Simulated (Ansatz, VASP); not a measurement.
## Be7Hg in VASP and in Ansatz

```
Be Hg
1.0
     0.00000    3.42657    3.42657
     3.42657    0.00000    3.42657
     3.42657    3.42657    0.00000
Be Hg
7 1
Direct
  0.50000 0.50000 0.50000
  0.50000 0.00000 0.00000
  0.50000 0.00000 0.50000
  0.00000 0.50000 0.50000
  0.00000 0.50000 0.00000
  0.50000 0.50000 0.00000
  0.00000 0.00000 0.50000
  0.00000 0.00000 0.00000
```

Change from the starting cell: species swapped into the CuPt7 type (Fm-3m, No. 225).

Alike in both runs: functional PBE; k mesh 10 × 10 × 10; occupations gaussian, width 0.1 eV; no spin polarisation.

Ansatz relaxed the structure, and its values are those at the end. VASP's run is a single point on that final structure, the one shown.

|  | VASP | Ansatz |
| --- | --- | --- |
| version | VASP 6.6.1 | Ansatz 0.2.0 |
| potentials or method | VASP PAW PBE potentials, release 64 (Be, Hg) | scalar-relativistic, plane waves, PAW |
| plane-wave cutoff (eV) | 520 | 420 |
| valence electrons in the cell | 26 | 34 |

```csv
,VASP,Ansatz,Ansatz less VASP
gap on the k mesh at the Fermi level (eV),none,none,-
pressure (GPa),0.4,0.0,-0.34
```

A gap of «none» marks a metal or a gap that the smearing closes. The two sets of potentials don't hold the same shells in valence.

The runs have no spin-orbit coupling, so splittings on Hg are missing.
